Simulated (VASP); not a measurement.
Sn, 2 atoms in the cell. It takes space group Fd-3m (No. 227, cubic). The conventional cell has a = 6.467 Å, b = 6.467 Å, c = 6.467 Å, α = 90.00°, β = 90.00°, γ = 90.00°. Around Sn (site symmetry -43m) lie 4 Sn at 2.80 Å. The cell was built by a generator and needn't be a form met in nature.

| Quantity | Value |
| --- | --- |
| Program | VASP 6.6.1 |
| Task | relaxation of cell and atoms |
| Functional | PBEsol |
| Potentials or basis | VASP PAW PBE potentials, release 64 (Sn_d) |
| Cutoff | 600 eV |
| k mesh | 10 × 10 × 10 |
| Occupations | gaussian, width 0.03 eV |
| Spin | no spin polarisation |
| Further INCAR settings | ALGO = Normal; EDIFF = 1e-06; IBRION = 2; EDIFFG = -0.01; NSW = 90; ISIF = 3 |

Potentials or basis: VASP PAW PBE potentials, release 64 (Sn_d).

The run is started by

```sh
$ cat potpaw_PBE.64/Sn_d/POTCAR > POTCAR
$ mpirun -np 2 vasp_std > vasp.out
```

Hardware: 2 MPI ranks on Intel(R) Xeon(R) Platinum 8259CL CPU @ 2.50GHz (Skylake/Cascade Lake), on a shared host.

Problem. Estimate the wall time of this run.

Solution. Wall time 87 s on 2 MPI ranks on Intel(R) Xeon(R) Platinum 8259CL CPU @ 2.50GHz (Skylake/Cascade Lake) (shared host), peak memory 0.26 GiB a rank. Counts: scf iterations 26, k points 47, ion steps 3.
